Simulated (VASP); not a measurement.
Consider the following.

```
C
1.0
    1.78017     0.00000     0.00000
    0.00000     1.78017     0.00000
    0.00000     0.00000     1.78017
C
1
Direct
  0.00000   0.00000   0.00000
```

Level of theory: r2SCAN meta-GGA, VASP's PBE PAW potentials (set 64) (plane waves; VASP 6.6.1). Numerical set-up: 520 eV cut-off, 23×23×23 Γ-centred mesh, tetrahedra with Blöchl corrections, potentials C.

### Question
Give the energies of bands 1 to 3 at the high-symmetry points, in eV from the Fermi level.

### Answer

```csv
band,Γ,X,M,R
1,-23.14,-13.50,-6.24,-0.98
2,9.95,-12.50,-6.24,-0.98
3,9.95,13.47,-3.27,-0.98
```

It has no gap at this level: it comes out as a metal or semimetal.

The structure was generated: C was put into the simple-cubic type (Pm-3m), which need not be its known phase. It was relaxed first, which changed the volume by -31 %.
